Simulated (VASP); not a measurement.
Given:

```yaml
crystal:
  lattice:
    - [0.00000, 3.28329, 3.28329]
    - [3.28329, 0.00000, 3.28329]
    - [3.28329, 3.28329, 0.00000]
  atoms:
    - { symbol: Te, position: [0.50000, 0.50000, 0.50000] }
    - { symbol: Pb, position: [0.00000, 0.00000, 0.00000] }
```

Calculation: PBE GGA, VASP's PBE PAW potentials (set 64) (plane waves; VASP). Numerical set-up: 520 eV cut-off, 6×6×6 Γ-centred mesh, Gaussian smearing of 0.050 eV, potentials Te Pb_d.

Unless said otherwise, spin-orbit coupling is left out, though it shifts the bands of the heavy elements here.

Task: What does the run give for the energy per atom (σ→0), band gap (on the k-mesh) with the smallest direct gap where there is one?

Result: 
The band gap (on the k-mesh) is 0.83 eV. The smallest direct gap (on the k-mesh) comes out as 0.83 eV and the energy per atom (σ→0) comes out as -3.762 eV/atom.

The compound is PbTe in the rock salt structure. It was relaxed first, which changed the volume by +5 %.
